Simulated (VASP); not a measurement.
Te2W: the band gap from VASP (plane waves, PAW) at several levels of theory. Gaps are without spin-orbit coupling. Each level names its cell: its own relaxed one, PBE's, or the starting one. A gap is the smallest over the k-mesh and a band path; hybrids may have named points in place of the path, and GW has the mesh alone.  The cell holds a wide vacuum, so values per volume refer to the whole cell.

```tsv
level	band gap (eV)
LDA (own cell)	1.24
PBEsol (own cell)	1.20
HSE06 (PBE cell)	1.48
```

The cell of the LDA (own cell) run:

```
WTe2
1.0
    3.47418     0.00000     0.00000
   -1.73709     3.00873     0.00000
    0.00000     0.00000    17.45403
Te W
2 1
Direct
  0.33333   0.66667   0.89657
  0.33333   0.66667   0.10343
  0.00000   0.00000   0.00000
```

Only levels that ran to the end are used. Left out are those held back, those with too coarse a band path, GW runs whose mesh misses a band edge, hybrids' fits of cells that aren't cubic and levels without matching references; a question may draw on a part of the rest.

The cell is a sheet or thin cut with vacuum, built from a database entry that may be metastable or hypothetical.
